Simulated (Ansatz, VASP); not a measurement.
## AlNi: VASP beside Ansatz

Aim: how closely do two programs agree when they are given the same cell, functional and k mesh? The cell is taken from a series of runs on this material, whose earlier steps may have relaxed, scaled, displaced or heated it; both programs get it as it stands.

Program: Ansatz 0.2.0. Level of theory: plane waves, with VASP 6.6.1 beside it; zone-centre phonons at LDA. Results are calculated unless marked as measured.

### Step 1. Starting point

It takes space group Cmmm (No. 65, orthorhombic). Conventional cell: a = 3.885 Å, b = 3.987 Å, c = 2.901 Å, α = 90.00°, β = 90.00°, γ = 90.00°. Nearest to Al lie 8 Ni at 2.42 to 2.47 Å. Nearest to Ni lie 8 Al at 2.42 to 2.47 Å. Farther neighbours are not listed.

Coordinates:

```cif
data_structure
_symmetry_space_group_name_H-M 'P 1'
_symmetry_Int_Tables_number 1
_cell_length_a 2.7834
_cell_length_b 2.7834
_cell_length_c 2.9014
_cell_angle_alpha 90.000
_cell_angle_beta 90.000
_cell_angle_gamma 91.490
_cell_volume 22.47
loop_
_atom_site_label
_atom_site_type_symbol
_atom_site_fract_x
_atom_site_fract_y
_atom_site_fract_z
_atom_site_occupancy
Al1 Al 0.00000 0.00000 0.00000 1
Ni2 Ni 0.50000 0.50000 0.50000 1
```

### Step 2. VASP: zone-centre phonons, LDA

Second derivatives magnify differences that forces hide, and they need a tight electronic threshold.

Lines of VASP's logs that name or quote its potential files are left out, and so is its time.

The input, INCAR:

```
SYSTEM = AlNi
PREC = Accurate
ENCUT = 600
EDIFF = 1E-08
NELM = 120
ISMEAR = 1
SIGMA = 0.2
LREAL = .FALSE.
ALGO = Normal
GGA = CA
NBANDS = 12
LASPH = .TRUE.
LORBIT = 11
LWAVE = .FALSE.
LCHARG = .FALSE.
ISIF = 2
IBRION = 8
GGA_COMPAT = .FALSE.
KPAR = 2
```

The input, POSCAR:

```
AlNi
1.0
    2.7831578728     -0.0361987545      0.0000000000
   -0.0361987545      2.7831578728      0.0000000000
    0.0000000000      0.0000000000      2.9014386617
Al Ni
1 1
Direct
    0.0000000000      0.0000000000      0.0000000000
    0.5000000000      0.5000000000      0.5000000000
```

The input, KPOINTS:

```
Automatic mesh
0
Gamma
16 16 16
0 0 0
```

PAW data sets: Al and Ni (LDA family, release 64).

Run with:

```sh
$ mpirun -np 2 vasp_std
```

Numbers of over 12 decimals in the logs are rounded to 6 here.

What it wrote:

```text
[banner, memory and clock lines left out]
running    2 mpi-ranks, on    1 nodes
 distrk:  each k-point on    1 cores,    2 groups
 distr:  one band on    1 cores,    1 groups

 POSCAR found type information on POSCAR AlNi
 POSCAR found :  2 types and       2 ions
 LDA part: xc-table for (Slater(with rela. corr.)+CA(PZ))
 , standard interpolation
 POSCAR, INCAR and KPOINTS ok, starting setup
 FFT: planning ... GRIDC
 FFT: planning ... GRID_SOFT
 FFT: planning ... GRID
 WAVECAR not read
 entering main loop
       N       E                     dE             d eps       ncg     rms          rms(c)
DAV:   1     0.445801527444E+02    0.44580E+02   -0.62287E+03 15908   0.130E+03
DAV:   2    -0.117965099230E+02   -0.56377E+02   -0.52085E+02 16060   0.211E+02
DAV:   3    -0.136184935134E+02   -0.18220E+01   -0.18003E+01 18944   0.444E+01
DAV:   4    -0.136427053745E+02   -0.24212E-01   -0.24202E-01 17708   0.457E+00
DAV:   5    -0.136432983449E+02   -0.59297E-03   -0.59296E-03 18952   0.796E-01    0.122E+01
DAV:   6    -0.151378988950E+02   -0.14946E+01   -0.44621E+01 17588   0.110E+02    0.144E+01
DAV:   7    -0.122114634006E+02    0.29264E+01   -0.13501E+01 17696   0.660E+01    0.103E+00
DAV:   8    -0.121974633527E+02    0.14000E-01   -0.26628E-01 19104   0.588E+00    0.104E+00
DAV:   9    -0.121813994072E+02    0.16064E-01   -0.46938E-02 19116   0.327E+00    0.169E-01
DAV:  10    -0.121810410462E+02    0.35836E-03   -0.10609E-03 19016   0.482E-01    0.831E-02
DAV:  11    -0.121810425686E+02   -0.15223E-05   -0.33260E-05 18956   0.533E-02    0.240E-02
DAV:  12    -0.121810418861E+02    0.68252E-06   -0.40285E-06 20092   0.343E-02    0.438E-03
DAV:  13    -0.121810417339E+02    0.15216E-06   -0.50378E-07 23740   0.673E-03    0.154E-03
DAV:  14    -0.121810417361E+02   -0.22280E-08   -0.26296E-08 11384   0.207E-03
   1 F= -.12181042E+02 E0= -.12180985E+02  d E =-.171327E-03
 Linear response reoptimize wavefunctions to high precision
DAV:   1    -0.121810417353E+02    0.79285E-09   -0.11913E-08 19284   0.182E-03
DAV:   2    -0.121810417353E+02   -0.10914E-10   -0.10535E-10  9108   0.982E-05
 Linear response DOF=           4
 Linear response progress:
  Degree of freedom:   1/  4
       N       E                     dE             d eps       ncg     rms          rms(c)
RMM:   1    -0.562201576685E-02   -0.56220E-02    0.10169E-03 62404   0.635E-01
RMM:   2    -0.529794187106E-02    0.32407E-03   -0.94200E-05 41550   0.227E-01    0.591E-02
RMM:   3    -0.528366521242E-02    0.14277E-04   -0.97046E-05 45860   0.808E-02    0.296E-02
RMM:   4    -0.534821585459E-02   -0.64551E-04   -0.41313E-05 45472   0.500E-02    0.567E-03
RMM:   5    -0.535250614725E-02   -0.42903E-05   -0.30941E-06 47080   0.118E-02    0.184E-03
RMM:   6    -0.535231168438E-02    0.19446E-06   -0.15319E-07 43637   0.381E-03    0.103E-03
RMM:   7    -0.535232189843E-02   -0.10214E-07   -0.21177E-08 42744   0.203E-03    0.547E-04
RMM:   8    -0.535243882739E-02   -0.11693E-06   -0.47032E-09 49811   0.560E-04    0.235E-04
RMM:   9    -0.535250274499E-02   -0.63918E-07   -0.58316E-10 49791   0.148E-04    0.479E-05
RMM:  10    -0.535248437688E-02    0.18368E-07   -0.15629E-11 50521   0.481E-05    0.852E-06
RMM:  11    -0.535249143202E-02   -0.70551E-08   -0.14109E-10 49427   0.205E-05    0.164E-06
 first order change of Fermi-energy  -0.14511E-03
 force on displaced ion       1 direction 1 :  -6.705  -0.763   0.000
 Linear response progress:
  Degree of freedom:   2/  4
       N       E                     dE             d eps       ncg     rms          rms(c)
RMM:   1    -0.636837653525E-02   -0.63684E-02    0.52482E-03 34878   0.716E-01
RMM:   2    -0.602638436947E-02    0.34199E-03    0.16522E-04 23039   0.265E-01    0.663E-02
RMM:   3    -0.602208553708E-02    0.42988E-05   -0.14842E-04 25744   0.990E-02    0.317E-02
RMM:   4    -0.609318436857E-02   -0.71099E-04   -0.53154E-05 25527   0.567E-02    0.637E-03
RMM:   5    -0.609793410250E-02   -0.47497E-05   -0.36803E-06 26088   0.132E-02    0.173E-03
RMM:   6    -0.609749307273E-02    0.44103E-06   -0.15083E-07 26864   0.260E-03    0.708E-04
RMM:   7    -0.609759736546E-02   -0.10429E-06   -0.11279E-08 26906   0.673E-04    0.382E-04
RMM:   8    -0.609762443042E-02   -0.27065E-07   -0.12612E-09 25322   0.311E-04    0.201E-04
RMM:   9    -0.609765856694E-02   -0.34137E-07    0.24057E-10 27572   0.132E-04    0.163E-05
RMM:  10    -0.609765579588E-02    0.27711E-08   -0.20213E-10 27794   0.414E-05    0.224E-05
 first order change of Fermi-energy  -0.18751E-04
 force on displaced ion       1 direction 3 :   0.000   0.000  -6.940
 Linear response progress:
  Degree of freedom:   3/  4
       N       E                     dE             d eps       ncg     rms          rms(c)
RMM:   1    -0.187148462449E+00   -0.18715E+00   -0.98284E-02 41210   0.270E+00
RMM:   2    -0.185883416469E+00    0.12650E-02   -0.18212E-03 41857   0.520E-01    0.131E-01
RMM:   3    -0.185856777993E+00    0.26638E-04   -0.13770E-04 44862   0.102E-01    0.775E-02
RMM:   4    -0.186234662451E+00   -0.37788E-03   -0.19222E-04 48237   0.109E-01    0.554E-03
RMM:   5    -0.186217033531E+00    0.17629E-04   -0.36316E-06 49392   0.205E-02    0.362E-03
RMM:   6    -0.186212864212E+00    0.41693E-05   -0.24630E-07 45005   0.611E-03    0.254E-03
RMM:   7    -0.186204907795E+00    0.79564E-05   -0.87857E-08 48199   0.332E-03    0.454E-04
RMM:   8    -0.186200730624E+00    0.41772E-05   -0.10175E-08 51309   0.777E-04    0.606E-05
RMM:   9    -0.186200440222E+00    0.29040E-06   -0.39330E-09 51854   0.191E-04    0.179E-05
RMM:  10    -0.186200257517E+00    0.18271E-06   -0.34526E-09 52343   0.851E-05    0.993E-06
RMM:  11    -0.186200255475E+00    0.20426E-08   -0.34907E-09 52083   0.572E-05    0.123E-06
 first order change of Fermi-energy   0.10923E-02
 force on displaced ion       2 direction 1 :  -6.711  -0.768   0.000
 Linear response progress:
  Degree of freedom:   4/  4
       N       E                     dE             d eps       ncg     rms          rms(c)
RMM:   1    -0.189112966099E+00   -0.18911E+00   -0.10118E-01 23195   0.270E+00
RMM:   2    -0.187452911255E+00    0.16601E-02   -0.17858E-03 23277   0.535E-01    0.135E-01
RMM:   3    -0.187479186057E+00   -0.26275E-04   -0.15344E-04 24998   0.106E-01    0.794E-02
RMM:   4    -0.187915429214E+00   -0.43624E-03   -0.17360E-04 27062   0.102E-01    0.601E-03
RMM:   5    -0.187901134972E+00    0.14294E-04   -0.42121E-06 27312   0.230E-02    0.510E-03
RMM:   6    -0.187897563025E+00    0.35719E-05   -0.55945E-07 24217   0.102E-02    0.236E-03
RMM:   7    -0.187889617484E+00    0.79455E-05   -0.24581E-07 28106   0.387E-03    0.564E-04
RMM:   8    -0.187886248323E+00    0.33692E-05   -0.94584E-09 28019   0.102E-03    0.154E-04
RMM:   9    -0.187885632654E+00    0.61567E-06   -0.36528E-09 28474   0.312E-04    0.396E-05
RMM:  10    -0.187885271467E+00    0.36119E-06   -0.18159E-09 28886   0.112E-04    0.226E-05
RMM:  11    -0.187885263035E+00    0.84320E-08   -0.21179E-09 26185   0.787E-05    0.240E-06
 first order change of Fermi-energy   0.24164E-02
 force on displaced ion       2 direction 3 :   0.000   0.000  -6.977
 Linear response finished
```

Parts of OUTCAR (step 2):

```text
ion  position               nearest neighbor table
   1  0.000  0.000  0.000-   2 2.42   2 2.42   2 2.42   2 2.42   2 2.47   2 2.47   2 2.47   2 2.47

  LATTYP: Found a base centered orthorhombic cell.
 ALAT       =     3.8847868404
 B/A-ratio  =     1.0263555102
 C/A-ratio  =     0.7468720372

 Subroutine GETGRP returns: Found  8 space group operations
 (whereof  8 operations were pure point group operations)

The static configuration has the point symmetry D_2h.

 Found    657 irreducible k-points:

   k-points           NKPTS =    657   k-points in BZ     NKDIM =    657   number of bands    NBANDS=     12

   dimension x,y,z NGX =    24 NGY =   24 NGZ =   24
   dimension x,y,z NGXF=    48 NGYF=   48 NGZF=   48

   ENCUT  =  600.0 eV  44.10 Ry    6.64 a.u.   5.56  5.56  5.79*2*pi/ulx,y,z

   NELECT =      13.0000    total number of electrons

 k-points in reciprocal lattice and weights: Automatic mesh
   0.00000000  0.00000000  0.00000000       0.000
   0.06250000  0.00000000  0.00000000       0.001
   0.12500000  0.00000000  0.00000000       0.001
   0.18750000 -0.00000000  0.00000000       0.001
   0.25000000  0.00000000  0.00000000       0.001
   0.31250000  0.00000000  0.00000000       0.001
   0.37500000 -0.00000000  0.00000000       0.001
   0.43750000  0.00000000  0.00000000       0.001
   0.50000000  0.00000000  0.00000000       0.000
[...]
-0.43750000  0.43750000  0.50000000       0.000
   0.50000000  0.50000000  0.50000000       0.000

 average (electrostatic) potential at core
       1 -67.4662       2 -80.8256

  Total        0.5298927      0.5298927      0.0403358      0.4777725      0.0000000      0.0000000
  in kB       37.7818238     37.7818238      2.8759772     34.0656046      0.0000000      0.0000000
  external PRESSURE =      26.1465416 kB  Pullay stress =       0.0000000 kB

  energy-cutoff  :      600.00
  volume of cell :       22.47
      direct lattice vectors                 reciprocal lattice vectors
     2.783157873 -0.036198754  0.000000000     0.359364880  0.004674029  0.000000000
    -0.036198754  2.783157873  0.000000000     0.004674029  0.359364880  0.000000000
     0.000000000  0.000000000  2.901438662     0.000000000  0.000000000  0.344656605

 POSITION                                       TOTAL-FORCE (eV/Angst)
 -----------------------------------------------------------------------------------
      0.00000      0.00000      0.00000         0.000000      0.000000      0.000000
      1.37348      1.37348      1.45072        -0.000000      0.000000      0.000000
 -----------------------------------------------------------------------------------
    total drift:                                0.000000      0.000000     -0.000000

 Eigenvectors and eigenvalues of the dynamical matrix
 ----------------------------------------------------

   1 f  =    9.939684 THz    62.452878 2PiTHz  331.552177 cm-1    41.107212 meV
             X         Y         Z           dx          dy          dz
      0.000000  0.000000  0.000000    -0.585129   -0.585129    0.000000
      1.373480  1.373480  1.450719     0.397019    0.397019    0.000000

   2 f  =    9.587670 THz    60.241110 2PiTHz  319.810260 cm-1    39.651401 meV
             X         Y         Z           dx          dy          dz
      0.000000  0.000000  0.000000     0.000000    0.000000    0.826994
      1.373480  1.373480  1.450719     0.000000    0.000000   -0.562211

   3 f  =    8.864267 THz    55.695833 2PiTHz  295.680123 cm-1    36.659646 meV
             X         Y         Z           dx          dy          dz
      0.000000  0.000000  0.000000    -0.585237    0.585237    0.000000
      1.373480  1.373480  1.450719     0.396860   -0.396860    0.000000

   4 f/i=    0.000556 THz     0.003493 2PiTHz    0.018546 cm-1     0.002299 meV
             X         Y         Z           dx          dy          dz
      0.000000  0.000000  0.000000    -0.396860    0.396860    0.000000
      1.373480  1.373480  1.450719    -0.585237    0.585237    0.000000

   5 f/i=    0.003326 THz     0.020896 2PiTHz    0.110932 cm-1     0.013754 meV
             X         Y         Z           dx          dy          dz
      0.000000  0.000000  0.000000     0.397019    0.397019    0.000000
      1.373480  1.373480  1.450719     0.585129    0.585129    0.000000

   6 f/i=    0.011805 THz     0.074170 2PiTHz    0.393757 cm-1     0.048820 meV
             X         Y         Z           dx          dy          dz
      0.000000  0.000000  0.000000     0.000000    0.000000   -0.562211
      1.373480  1.373480  1.450719     0.000000    0.000000   -0.826994

 ELASTIC MODULI CONTR FROM IONIC RELAXATION (kBar)
 Direction    XX          YY          ZZ          XY          YZ          ZX
 --------------------------------------------------------------------------------
 XX           0.0000      0.0000      0.0000      0.0000      0.0000      0.0000
 YY           0.0000      0.0000      0.0000      0.0000      0.0000      0.0000
 ZZ           0.0000      0.0000      0.0000      0.0000      0.0000      0.0000
 XY           0.0000      0.0000      0.0000      0.0000      0.0000      0.0000
 YZ           0.0000      0.0000      0.0000      0.0000      0.0000      0.0000
 ZX           0.0000      0.0000      0.0000      0.0000      0.0000      0.0000
 --------------------------------------------------------------------------------
```

This run has no spin polarisation, so a moment on Ni, if there is one, isn't seen. Its electron count is odd, so without a moment it is a metal by construction.

(Part 1 of 2 ends here.)

[Lines on the potential files, build, host, timing and source positions are cut from VASP's logs without a mark.]

[Logs are printed without paths, hosts, clocks, repeated set-up lines and the standing remarks that a program may print on its own settings, such as how far it seeks lower states.]

[Hosts, paths, dates, database ids (printed as entryN), source tags and the programs' standing remarks are cut or masked in the printed files.]
